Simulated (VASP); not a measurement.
Crystal: TaWC2.

```
W Ta C
1.0
     1.57186    0.90751    5.10162
    -1.57186    0.90751    5.10162
     0.00000   -1.81502    5.10162
W Ta C
1 1 2
Direct
  0.00000 0.00000 0.00000
  0.50000 0.50000 0.50000
  0.25093 0.25093 0.25093
  0.74907 0.74907 0.74907
```

The cell comes from a database or a generator and needn't be the stable form of this composition.

Base run:

- Program: VASP 6.6.1
- Functional: PBE
- Potentials or basis: VASP PAW PBE potentials, release 64 (W_sv_GW, Ta_sv_GW, C_GW)
- Cutoff: 900 eV
- k mesh: 7 × 7 × 7
- Occupations: fermi-dirac, width 0.05 eV
- Spin: no spin polarisation

Its results: pressure -2.6 GPa; largest force 0.042 eV/Å.

Problem. After a change of settings the same cell gave: pressure -1.8 GPa; largest force 0.039 eV/Å. Which change was it?
A. potentials or basis from VASP PAW PBE potentials, release 64 (W_sv_GW, Ta_sv_GW, C_GW) to VASP PAW PBE potentials, release 64 (W_sv, Ta_pv, C); further incar settings from ALGO = Normal; EDIFF = 1e-06; NBANDS = 26 to ALGO = Normal; EDIFF = 1e-06; NBANDS = 24; valence electrons from 35 to 33
B. potentials or basis from VASP PAW PBE potentials, release 64 (W_sv_GW, Ta_sv_GW, C_GW) to VASP PAW PBE potentials, release 54 (W, Ta, C); further incar settings from ALGO = Normal; EDIFF = 1e-06; NBANDS = 26 to ALGO = Normal; EDIFF = 1e-06; NBANDS = 18; valence electrons from 35 to 19
C. potentials or basis from VASP PAW PBE potentials, release 64 (W_sv_GW, Ta_sv_GW, C_GW) to VASP PAW PBE potentials, release 64 (W, Ta, C); further incar settings from ALGO = Normal; EDIFF = 1e-06; NBANDS = 26 to ALGO = Normal; EDIFF = 1e-06; NBANDS = 18; valence electrons from 35 to 19

Solution. A.
